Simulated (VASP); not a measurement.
# BiSbSe (P-6m2) in VASP: further runs

The runs below take BiSbSe through relaxation of cell and atoms, with PBE, LDA.

All numbers are computed with VASP 6.6.1; they aren't measurements. Logs are shortened: lines on timing, memory, paths and dates and some standing lists are left out, and cuts for length are marked.

## 1. The structure

The structure is hexagonal, space group P-6m2 (No. 187). The conventional cell has a = 4.817 Å, b = 4.817 Å, c = 4.702 Å, α = 90.00°, β = 90.00°, γ = 120.00°. Sb (site symmetry -6m2) has 3 Se at 2.78 Å as nearest neighbours. Bi (site symmetry -6m2) is surrounded by 6 Sb at 3.64 Å and 6 Se at 3.64 Å. Se (site symmetry -6m2) is surrounded by 3 Sb at 2.78 Å.

The cell was built by a generator and needn't be a form met in nature.

## 2. Relaxation of cell and atoms, PBE

Input file INCAR:

```
SYSTEM = BiSbSe
ALGO = Fast
EDIFF = 1E-6
EDIFFG = -0.005
ENCUT = 600
GGA = PE
IBRION = 2
ISIF = 3
ISMEAR = 0
LASPH = .TRUE.
LCHARG = .FALSE.
LREAL = .FALSE.
LWAVE = .FALSE.
NELM = 80
NSW = 40
PREC = Accurate
SIGMA = 0.05
```

Input file KPOINTS:

```
k-points
0
G
  7 7 6
  0 0 0
```

Input file POSCAR:

```
BiSbSe
1.0
    4.8166155100      0.0000000000      0.0000000000
   -2.4083077600      4.1713113900      0.0000000000
    0.0000000000      0.0000000000      4.7024033100
Sb Bi Se
1 1 1
Direct
    0.6666666700      0.3333333300      0.5000000000
    0.0000000000      0.0000000000      0.0000000000
    0.3333333300      0.6666666700      0.5000000000
```

Potentials or basis: VASP PAW PBE potentials, release 64 (Sb, Bi_d, Se).

On the command line:

```
$ cat potpaw_PBE.64/Sb/POTCAR potpaw_PBE.64/Bi_d/POTCAR potpaw_PBE.64/Se/POTCAR > POTCAR
$ mpirun -np 1 vasp_std > vasp.out
```

OUTCAR:

```text
SYSTEM = BiSbSe
   EDIFF = 1E-6
   EDIFFG = -0.005
   ENCUT = 600
   GGA = PE
   IBRION = 2
   ISIF = 3
   ISMEAR = 0
   LASPH = .TRUE.
   LREAL = .FALSE.
   NELM = 80
   NSW = 40
   PREC = Accurate

 ion  position               nearest neighbor table
   1  0.667  0.333  0.500-   3 2.78   3 2.78   3 2.78   2 3.64   2 3.64   2 3.64   2 3.64   2 3.64
                             2 3.64
   2  0.000  0.000  0.000-   1 3.64   1 3.64   1 3.64   1 3.64   1 3.64   1 3.64
   3  0.333  0.667  0.500-   1 2.78   1 2.78   1 2.78

  LATTYP: Found a hexagonal cell.
 ALAT       =     4.8166155100
 C/A-ratio  =     0.9762878727

  Lattice vectors:

 A1 = (   4.8166155100,   0.0000000000,   0.0000000000)
 A2 = (  -2.4083077600,   4.1713113900,   0.0000000000)
 A3 = (   0.0000000000,   0.0000000000,   4.7024033100)

Analysis of symmetry for initial positions (statically):
=====================================================================
 Subroutine PRICEL returns:
 Original cell was already a primitive cell.

 Routine SETGRP: Setting up the symmetry group for a
 hexagonal supercell.

 Subroutine GETGRP returns: Found 12 space group operations
 (whereof 12 operations were pure point group operations)
 out of a pool of 24 trial point group operations.

The static configuration has the point symmetry D_3h.

Analysis of symmetry for dynamics (positions and initial velocities):
=====================================================================
 Subroutine PRICEL returns:
 Original cell was already a primitive cell.

 Routine SETGRP: Setting up the symmetry group for a
 hexagonal supercell.

 Subroutine GETGRP returns: Found 12 space group operations
 (whereof 12 operations were pure point group operations)
 out of a pool of 24 trial point group operations.

The dynamic configuration has the point symmetry D_3h.

 Subroutine INISYM returns: Found 12 space group operations
 (whereof 12 operations are pure point group operations),
 and found     1 'primitive' translations

----------------------------------------------------------------------------------------

                                     Primitive cell

  volume of cell :      94.4788

  direct lattice vectors                    reciprocal lattice vectors
     4.816615510  0.000000000  0.000000000     0.207614662  0.119866381  0.000000000
    -2.408307760  4.171311390  0.000000000     0.000000000  0.239732762  0.000000000
[... 108 lines left out ...]
  volume/ion in A,a.u.               =      31.49       212.52
  Fermi-wavevector in a.u.,A,eV,Ry     =   1.064848  2.012272 15.427676  1.133902
  Thomas-Fermi vector in A             =   2.200381
   LORBIT       =      0    0 simple, 1 ext, 2 COOP (PROOUT), +10 PAW based schemes
   GGA     = PE    functional components
   LHFCALC =     F    Hartree Fock is set to
   AEXX    =    0.0000 exact exchange contribution
   IVDW    =     0    specifies the selected vdW correction
   LEPSILON=     F    determine dielectric tensor
   LRPA    =     F    only Hartree local field effects (RPA)
 conjugate gradient relaxation of ions
 non-spin polarized calculation
 RMM-DIIS sequential band-by-band and
 Gauss-broadening in eV      SIGMA  =   0.05
  energy-cutoff  :      600.00
  volume of cell :       94.48
 maximum number of plane-waves:      3187
 NGX is ok and might be reduce to    40
   NGX = 19   NGY = 19   NGZ = 19

--------------------------------------- Ionic step        1  -------------------------------------------

 number of electron      25.9999996 magnetization

 Free energy of the ion-electron system (eV)
  ---------------------------------------------------
  ext. energy  EPLUGINS =         0.00000000
  ---------------------------------------------------
  free energy    TOTEN  =       -10.34738838 eV

  energy without entropy =      -10.34307512  energy(sigma->0) =      -10.34523175

------------------------ aborting loop because EDIFF is reached ----------------------------------------

  FORCE on cell =-STRESS in cart. coord.  units (eV):
  Direction    XX          YY          ZZ          XY          YZ          ZX
  --------------------------------------------------------------------------------------
  -------------------------------------------------------------------------------------
  Total        0.6096070      0.6096070     -3.3610709     -0.0000000      0.0000000      0.0000000
  in kB       10.3377504     10.3377504    -56.9972362     -0.0000000      0.0000000      0.0000000
  external PRESSURE =     -12.1072451 kB  Pullay stress =       0.0000000 kB
[... 24 lines left out ...]
--------------------------------------- Ionic step        2  -------------------------------------------

 number of electron      25.9999998 magnetization

 E-fermi :   5.8531     XC(G=0):  -9.5531

 val. band max:        5.8336569786   @ k =   0.4286   0.1429   0.1667
 cond. band min:       5.8615613830   @ k =   0.1429   0.1429   0.1667
 fundamental gap:      0.0279044044
 Fermi energy:         5.8530642784

 k-point     1 :       0.0000    0.0000    0.0000
  band No.  band energies     occupation
      1     -17.1311      2.00000
      2     -17.1233      2.00000
      3     -17.1233      2.00000
      4     -17.1193      2.00000
      5     -17.1193      2.00000
      6      -8.3998      2.00000
[... 538 lines left out ...]
  FREE ENERGIE OF THE ION-ELECTRON SYSTEM (eV)
  ---------------------------------------------------
  free  energy   TOTEN  =       -10.9566009930 eV

  energy  without entropy=      -10.9496977289  energy(sigma->0) =      -10.95314936

[... ionic steps 4 to 7 ...]

--------------------------------------- Ionic step        8  -------------------------------------------

 number of electron      25.9999997 magnetization

------------------------ aborting loop because EDIFF is reached ----------------------------------------
[... 69 lines left out ...]
--------------------------------------- Ionic step       10  -------------------------------------------

 number of electron      25.9999998 magnetization

 Free energy of the ion-electron system (eV)
  ---------------------------------------------------
  ext. energy  EPLUGINS =         0.00000000
  ---------------------------------------------------
  free energy    TOTEN  =       -10.99085700 eV

  energy without entropy =      -10.98775637  energy(sigma->0) =      -10.98930669

 E-fermi :   6.9664     XC(G=0): -10.1445

 val. band max:        6.9548006843   @ k =   0.4286   0.0000   0.0000
 cond. band min:       6.9854020122   @ k =   0.2857   0.0000   0.0000
 fundamental gap:      0.0306013280
 Fermi energy:         6.9664439767

 k-point     1 :       0.0000    0.0000    0.0000
  band No.  band energies     occupation
      1     -16.1489      2.00000
      2     -16.0916      2.00000
      3     -16.0916      2.00000
      4     -16.0769      2.00000
      5     -16.0769      2.00000
      6      -7.2111      2.00000
[... 501 lines left out ...]
  FREE ENERGIE OF THE ION-ELECTRON SYSTEM (eV)
  ---------------------------------------------------
  free  energy   TOTEN  =       -10.9908570047 eV

  energy  without entropy=      -10.9877563661  energy(sigma->0) =      -10.98930669

 reached required accuracy - stopping structural energy minimisation
```

CONTCAR:

```text
BiSbSe
   1.00000000000000
     5.1050724769282692   -0.0000000003572882   -0.0000000000000000
    -2.5525362440729942    4.4211224510841189    0.0000000000000001
     0.0000000000000000    0.0000000000000000    3.5983431195917599
  Sb              Bi              Se
     1     1     1
Direct
     0.6666666699999979    0.3333333300000021    0.5000000000000000
     0.0000000000000000    0.0000000000000000    0.0000000000000000
     0.3333333300000021    0.6666666699999979    0.5000000000000000

  0.00000000E+00  0.00000000E+00  0.00000000E+00
  0.00000000E+00  0.00000000E+00  0.00000000E+00
  0.00000000E+00  0.00000000E+00  0.00000000E+00
```

Wall time 5 min (1 thread of Intel Xeon Platinum 8488C (Sapphire Rapids), shared host); peak memory 0.3 GiB.

What came out:

| Quantity | Value |
| --- | --- |
| Free energy | -10.9909 eV |
| Relaxed volume | 27.07 Å³/atom |
| Relaxed cell | a = 5.105 Å, b = 5.105 Å, c = 3.598 Å, α = 90.00°, β = 90.00°, γ = 120.00° |
| Space group after relaxing (to 0.05 Å) | P-6m2 (No. 187) |
| Energy gained by relaxing | 214.5 meV/atom |
| Ionic steps | 10 |
| Pressure after relaxing | 0.0 GPa |
| Band gap on the k mesh | none (metal or under the smearing width) |

The path:
```tsv
step	energy change (eV)	largest force (eV/Å)	pressure (GPa)	volume (Å³)
1	0.0000	0.0000	-1.21	94.48
2	-0.1884	0.0000	-1.00	91.13
3	-0.6092	0.0000	1.49	79.97
4	-0.5291	0.0000	4.86	75.17
5	-0.6205	0.0000	2.08	78.74
6	-0.6200	0.0000	2.37	78.24
7	-0.5915	0.0000	-1.86	83.79
8	-0.6394	0.0000	0.65	80.17
9	-0.6431	0.0000	-0.20	81.56
10	-0.6435	0.0000	0.00	81.22
```

Final structure:
```cif
data_structure
_symmetry_space_group_name_H-M 'P 1'
_symmetry_Int_Tables_number 1
_cell_length_a 5.1051
_cell_length_b 5.1051
_cell_length_c 3.5983
_cell_angle_alpha 90.000
_cell_angle_beta 90.000
_cell_angle_gamma 120.000
_cell_volume 81.22
loop_
_atom_site_label
_atom_site_type_symbol
_atom_site_fract_x
_atom_site_fract_y
_atom_site_fract_z
_atom_site_occupancy
Sb1 Sb 0.66667 0.33333 0.50000 1
Bi1 Bi 0.00000 0.00000 0.00000 1
Se1 Se 0.33333 0.66667 0.50000 1
```

Caveat: spin-orbit coupling is left out, which moves the levels of the heavy elements.

## 3. Relaxation of cell and atoms, LDA

Input file INCAR:

```
SYSTEM = BiSbSe
ALGO = Normal
EDIFF = 1E-7
EDIFFG = -0.02
ENCUT = 600
IBRION = 2
ISIF = 3
ISMEAR = 0
LASPH = .TRUE.
LCHARG = .FALSE.
LREAL = .FALSE.
LWAVE = .FALSE.
NELM = 100
NSW = 60
PREC = Accurate
SIGMA = 0.05
```

KPOINTS is that of step 2.

POSCAR is that of step 2.

Potentials or basis: VASP PAW LDA potentials, release 64 (Sb, Bi_d, Se).

On the command line:

```
$ cat potpaw_LDA.64/Sb/POTCAR potpaw_LDA.64/Bi_d/POTCAR potpaw_LDA.64/Se/POTCAR > POTCAR
$ mpirun -np 1 vasp_std > vasp.out
```

OUTCAR:

```text
SYSTEM = BiSbSe
   EDIFF = 1E-7
   EDIFFG = -0.02
   ENCUT = 600
   IBRION = 2
   ISIF = 3
   ISMEAR = 0
   LASPH = .TRUE.
   LREAL = .FALSE.
   NELM = 100
   NSW = 60
   PREC = Accurate

 ion  position               nearest neighbor table
   1  0.667  0.333  0.500-   3 2.78   3 2.78   3 2.78   2 3.64   2 3.64   2 3.64   2 3.64   2 3.64
                             2 3.64
   2  0.000  0.000  0.000-   1 3.64   1 3.64   1 3.64   1 3.64   1 3.64   1 3.64
   3  0.333  0.667  0.500-   1 2.78   1 2.78   1 2.78

  LATTYP: Found a hexagonal cell.
 ALAT       =     4.8166155100
 C/A-ratio  =     0.9762878727

  Lattice vectors:

 A1 = (   4.8166155100,   0.0000000000,   0.0000000000)
 A2 = (  -2.4083077600,   4.1713113900,   0.0000000000)
 A3 = (   0.0000000000,   0.0000000000,   4.7024033100)

Analysis of symmetry for initial positions (statically):
=====================================================================
 Subroutine PRICEL returns:
 Original cell was already a primitive cell.

 Routine SETGRP: Setting up the symmetry group for a
 hexagonal supercell.

 Subroutine GETGRP returns: Found 12 space group operations
 (whereof 12 operations were pure point group operations)
 out of a pool of 24 trial point group operations.

The static configuration has the point symmetry D_3h.

Analysis of symmetry for dynamics (positions and initial velocities):
=====================================================================
 Subroutine PRICEL returns:
 Original cell was already a primitive cell.

 Routine SETGRP: Setting up the symmetry group for a
 hexagonal supercell.

 Subroutine GETGRP returns: Found 12 space group operations
 (whereof 12 operations were pure point group operations)
 out of a pool of 24 trial point group operations.

The dynamic configuration has the point symmetry D_3h.

 Subroutine INISYM returns: Found 12 space group operations
 (whereof 12 operations are pure point group operations),
 and found     1 'primitive' translations

----------------------------------------------------------------------------------------
[... 115 lines left out ...]
     AMIX_MAG =   1.60;   BMIX_MAG =  1.00
  volume/ion in A,a.u.               =      31.49       212.52
  Fermi-wavevector in a.u.,A,eV,Ry     =   1.064848  2.012272 15.427676  1.133902
  Thomas-Fermi vector in A             =   2.200381
   LORBIT       =      0    0 simple, 1 ext, 2 COOP (PROOUT), +10 PAW based schemes
   GGA     = CA    functional components
   LHFCALC =     F    Hartree Fock is set to
   AEXX    =    0.0000 exact exchange contribution
   IVDW    =     0    specifies the selected vdW correction
   LEPSILON=     F    determine dielectric tensor
   LRPA    =     F    only Hartree local field effects (RPA)
 conjugate gradient relaxation of ions
 non-spin polarized calculation
 Gauss-broadening in eV      SIGMA  =   0.05
  energy-cutoff  :      600.00
  volume of cell :       94.48
 maximum number of plane-waves:      3187
 NGX is ok and might be reduce to    40
   NGX = 19   NGY = 19   NGZ = 19

--------------------------------------- Ionic step        1  -------------------------------------------

 number of electron      25.9999996 magnetization

 Free energy of the ion-electron system (eV)
  ---------------------------------------------------
  ext. energy  EPLUGINS =         0.00000000
  ---------------------------------------------------
  free energy    TOTEN  =       -12.23530522 eV

  energy without entropy =      -12.23091856  energy(sigma->0) =      -12.23311189

 E-fermi :   5.3034     XC(G=0):  -9.6028

 val. band max:        5.3029343082   @ k =   0.4286   0.1429   0.1667
 cond. band min:       5.3076850635   @ k =   0.2857   0.0000   0.0000
 fundamental gap:      0.0047507553
 Fermi energy:         5.3034142283

 k-point     1 :       0.0000    0.0000    0.0000
  band No.  band energies     occupation
      1     -17.5197      2.00000
      2     -17.5176      2.00000
      3     -17.5176      2.00000
      4     -17.5173      2.00000
      5     -17.5173      2.00000
      6      -8.9085      2.00000
[... 575 lines left out ...]
  FREE ENERGIE OF THE ION-ELECTRON SYSTEM (eV)
  ---------------------------------------------------
  free  energy   TOTEN  =       -12.6049060854 eV

  energy  without entropy=      -12.6027174038  energy(sigma->0) =      -12.60381174

[... ionic steps 4 to 10 ...]

--------------------------------------- Ionic step       11  -------------------------------------------

 number of electron      25.9999999 magnetization

------------------------ aborting loop because EDIFF is reached ----------------------------------------
[... 69 lines left out ...]
--------------------------------------- Ionic step       13  -------------------------------------------

 number of electron      26.0000001 magnetization

 Free energy of the ion-electron system (eV)
  ---------------------------------------------------
  ext. energy  EPLUGINS =         0.00000000
  ---------------------------------------------------
  free energy    TOTEN  =       -13.14281499 eV

  energy without entropy =      -13.13824078  energy(sigma->0) =      -13.14052789

 E-fermi :   7.7606     XC(G=0): -10.6797

 val. band max:        7.7530330948   @ k =   0.4286   0.1429   0.3333
 cond. band min:       7.7698690614   @ k =   0.2857   0.0000   0.0000
 fundamental gap:      0.0168359667
 Fermi energy:         7.7605951240

 k-point     1 :       0.0000    0.0000    0.0000
  band No.  band energies     occupation
      1     -15.2943      2.00000
      2     -15.2076      2.00000
      3     -15.2076      2.00000
      4     -15.1969      2.00000
      5     -15.1969      2.00000
      6      -6.9658      2.00000
[... 501 lines left out ...]
  FREE ENERGIE OF THE ION-ELECTRON SYSTEM (eV)
  ---------------------------------------------------
  free  energy   TOTEN  =       -13.1428149898 eV

  energy  without entropy=      -13.1382407844  energy(sigma->0) =      -13.14052789

 reached required accuracy - stopping structural energy minimisation
```

OSZICAR:

```text
N       E                     dE             d eps       ncg     rms          rms(c)
DAV:   1     0.214899613376E+03    0.21490E+03   -0.12824E+04  1088   0.160E+03
DAV:   2     0.377669113129E+01   -0.21112E+03   -0.20858E+03  1337   0.363E+02
DAV:   3    -0.119216533437E+02   -0.15698E+02   -0.15490E+02  1399   0.106E+02
DAV:   4    -0.123571910528E+02   -0.43554E+00   -0.43297E+00  1200   0.201E+01
[... 134 lines left out ...]
DAV:   2    -0.131433247873E+02    0.11160E-02   -0.23085E-03  1161   0.421E-01    0.110E-01
DAV:   3    -0.131428191983E+02    0.50559E-03   -0.11653E-03  1347   0.290E-01    0.202E-02
DAV:   4    -0.131428166426E+02    0.25557E-05   -0.71894E-05  1139   0.677E-02    0.958E-03
DAV:   5    -0.131428150568E+02    0.15858E-05   -0.43790E-06  1580   0.209E-02    0.242E-03
DAV:   6    -0.131428149898E+02    0.66982E-07   -0.22433E-07   889   0.395E-03
  13 F= -.13142815E+02 E0= -.13140528E+02  d E =-.471024E-03
```

It took 5.4 min on 1 thread of Intel Xeon Platinum 8488C (Sapphire Rapids), shared host; peak memory 0.25 GiB.

What came out:

```yaml
Free_energy: -13.1428 eV
Relaxed_volume: 25.17 Å³/atom
Relaxed_cell: a = 4.986 Å, b = 4.986 Å, c = 3.508 Å, α = 90.00°, β = 90.00°, γ = 120.00°
Space_group_after_relaxing_to_0.05_Å: P-6m2 (No. 187)
Energy_gained_by_relaxing: 302.5 meV/atom
Ionic_steps: 13
Pressure_after_relaxing: 0.0 GPa
Band_gap_on_the_k_mesh: none (metal or under the smearing width)
```

The path:
| step | energy change (eV) | largest force (eV/Å) | pressure (GPa) | volume (Å³) |
| --- | --- | --- | --- | --- |
| 1 | 0.0000 | 0.0000 | -4.56 | 94.48 |
| 2 | -0.3381 | 0.0000 | 0.36 | 82.66 |
| 3 | -0.3696 | 0.0000 | 2.46 | 79.48 |
| 4 | -0.6233 | 0.0000 | 2.12 | 77.21 |
| 5 | -0.7386 | 0.0000 | 8.82 | 67.76 |
| 6 | -0.7949 | 0.0000 | 4.88 | 70.66 |
| 7 | -0.8579 | 0.0000 | 2.02 | 74.21 |
| 8 | -0.8707 | 0.0000 | 3.24 | 72.19 |
| 9 | -0.8857 | 0.0000 | 2.44 | 73.23 |
| 10 | -0.8862 | 0.0000 | 2.63 | 72.94 |
| 11 | -0.8990 | 0.0000 | -1.46 | 77.27 |
| 12 | -0.9070 | 0.0000 | 0.00 | 75.56 |
| 13 | -0.9075 | 0.0000 | -0.01 | 75.52 |

Final structure:
```
Sb Bi Se
1.0
     4.98588    0.00000    0.00000
    -2.49294    4.31790    0.00000
     0.00000    0.00000    3.50780
Sb Bi Se
1 1 1
Direct
  0.66667 0.33333 0.50000
  0.00000 0.00000 0.00000
  0.33333 0.66667 0.50000
```

Caveat: the volume moved by over 15 % at a fixed basis, so the end points are rough; spin-orbit coupling is left out, which moves the levels of the heavy elements.

## 4. For comparison

An earlier run on the cell as given: functional PBE; potentials or basis VASP PAW PBE potentials, release 64 (Sb, Bi_d, Se); cutoff 520 eV; k mesh 7 × 7 × 6; occupations fermi-dirac, width 0.05 eV; no spin polarisation.

- Pressure: -1.2 GPa
- Band gap on the k mesh: none (metal or under the smearing width)

## 5. Overview

| task | level | potentials or basis | cell | cutoff (eV) | smearing | gap on the mesh (eV) | pressure (GPa) | relaxed volume (Å³/atom) |
| --- | --- | --- | --- | --- | --- | --- | --- | --- |
| relaxation of cell and atoms | PBE | VASP PAW PBE potentials, release 64 (Sb, Bi_d, Se) | relaxed | 600 | gaussian 0.05 eV | none | 0.0 | 27.07 |
| relaxation of cell and atoms | LDA | VASP PAW LDA potentials, release 64 (Sb, Bi_d, Se) | relaxed | 600 | gaussian 0.05 eV | none | 0.0 | 25.17 |
| single point | PBE | VASP PAW PBE potentials, release 64 (Sb, Bi_d, Se) | as given | 520 | fermi-dirac 0.05 eV | none | -1.2 | - |

Alike in all rows: no spin polarisation; k mesh 7 × 7 × 6.

Caveats: spin-orbit coupling is left out, which moves the levels of the heavy elements; the volume moved by over 15 % at a fixed basis, so the end points are rough (some runs).

Total energies depend on the potentials used, so only differences within one code and one set of settings carry meaning.
